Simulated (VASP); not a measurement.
The system is MgB2.

```xyz
3
Lattice="3.0850 0.0000 0.0000 -1.5425 2.6717 0.0000 0.0000 0.0000 3.5230" Properties=species:S:1:pos:R:3 pbc="T T T"
Mg    0.0000    0.0000    0.0000
B     0.0000    1.7811    1.7615
B     1.5425    0.8906    1.7615
```

```yaml
Program: VASP 6.6.1
Task: relaxation of cell and atoms
Functional: PBEsol
Potentials_or_basis: VASP PAW PBE potentials, release 64 (Mg, B)
Cutoff: 600 eV
k_mesh: 15 × 15 × 10
Occupations: methfessel-paxton, width 0.1 eV
Spin: no spin polarisation
```

At the start: pressure -3.3 GPa; volume 9.68 Å³/atom.

Question: Where does the relaxation end?

Answer: Over 5 steps the energy falls by 2.2 meV/atom and the volume is 9.49 Å³/atom (-2.0 %); space group P6/mmm (No. 191, to 0.05 Å).

The path:
```
step  energy change (eV)  largest force (eV/Å)  pressure (GPa)  volume (Å³)
   1              0.0000                0.0000           -3.26        29.04
   2             -0.0051                0.0000            1.45        28.22
   3             -0.0065                0.0000           -0.07        28.47
   4             -0.0065                0.0000           -0.14        28.48
   5             -0.0065                0.0000           -0.08        28.46
```

Final structure:
```xyz
3
Lattice="3.0612 0.0000 0.0000 -1.5306 2.6510 0.0000 0.0000 0.0000 3.5071" Properties=species:S:1:pos:R:3 pbc="T T T"
Mg    0.0000    0.0000    3.5071
B     0.0000    1.7674    1.7536
B     1.5306    0.8837    1.7536
```

Caveat: the PAW data sets were made with another functional, which shifts forces and pressure a little.
